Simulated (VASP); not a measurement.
Data:

```
BaHfO3
1.0
    4.20036     0.00000     0.00000
    0.00000     4.20036     0.00000
    0.00000     0.00000     4.20036
Ba Hf O
1 1 3
Direct
  0.00000   0.00000   0.00000
  0.50000   0.50000   0.50000
  0.50000   0.00000   0.50000
  0.00000   0.50000   0.50000
  0.50000   0.50000   0.00000
```

All values below come from PW91 GGA, VASP's PBE PAW potentials (set 64) (plane waves; VASP). Settings: 520 eV cut-off, Gaussian smearing of 0.050 eV, potentials Ba_sv Hf_pv O.

Unless said otherwise, spin-orbit coupling is left out, though it shifts the bands of the heavy elements here.

Problem. Give the energies of bands 11 to 22 at the high-symmetry points, in eV from the valence-band maximum.

Solution. 
| band | Γ | X | M | R |
|---|---|---|---|---|
| 11 | -1.68 | -3.88 | -4.19 | -4.36 |
| 12 | -1.68 | -2.05 | -3.71 | -3.67 |
| 13 | -1.68 | -2.05 | -3.69 | -3.67 |
| 14 | -0.95 | -1.79 | -2.36 | -2.50 |
| 15 | -0.95 | -1.69 | -2.36 | -2.50 |
| 16 | -0.95 | -1.69 | -1.04 | -2.50 |
| 17 | -0.23 | -1.64 | -0.92 | 0.00 |
| 18 | -0.23 | -0.54 | -0.92 | 0.00 |
| 19 | -0.23 | -0.54 | -0.08 | 0.00 |
| 20 | 3.54 | 4.08 | 6.12 | 5.96 |
| 21 | 3.54 | 6.22 | 6.12 | 5.96 |
| 22 | 3.54 | 6.22 | 6.49 | 5.96 |

The gap is indirect, 3.54 eV, from the valence maximum at R to the conduction minimum at Γ.

The compound is BaHfO3 in the cubic perovskite structure. It was relaxed first.
